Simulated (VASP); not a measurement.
```yaml
crystal:
  lattice:
    - [0.00000, 2.53548, 2.53548]
    - [2.53548, 0.00000, 2.53548]
    - [2.53548, 2.53548, 0.00000]
  atoms:
    - { symbol: O, position: [0.00000, 0.00000, 0.00000] }
    - { symbol: Cu, position: [0.25000, 0.25000, 0.25000] }
    - { symbol: Cu, position: [0.75000, 0.75000, 0.75000] }
```

The numbers are results of PBEsol GGA, VASP's PBE PAW potentials (set 64) (plane waves; VASP), not measurements. Run with 520 eV cut-off, Gaussian smearing of 0.050 eV, potentials O Cu.

Problem. Give the energies of bands 3 to 16 at the high-symmetry points, in eV from the Fermi level.

Solution. 
```
band      Γ      X      U      L      W
----  -----  -----  -----  -----  -----
3     -5.54  -5.07  -5.78  -5.24  -6.21
4     -5.54  -5.07  -5.12  -5.24  -5.15
5     -3.33  -3.02  -2.88  -2.09  -2.88
6     -3.01  -2.69  -2.46  -2.09  -2.44
7     -3.01  -2.65  -2.44  -1.95  -2.44
8     -0.89  -1.44  -1.49  -1.69  -1.57
9     -0.89  -1.44  -1.44  -1.69  -1.57
10    -0.89  -1.15  -1.43  -1.58  -1.57
11    -0.36  -1.15  -1.36  -1.58  -1.16
12    -0.36  -0.82  -1.03  -1.24  -1.11
13    -0.02  -0.58  -0.45   0.05  -0.44
14    -0.02  -0.39  -0.37   0.05  -0.44
15    -0.02   2.29   3.44   0.85   4.51
16     7.88   5.44   4.78   3.87   5.51
```

It has no gap at this level: it comes out as a metal or semimetal.

The structure was generated: Cu2O was put into the fluorite type (Fm-3m), which need not be its known phase. It was relaxed first, which changed the volume by +37 %.
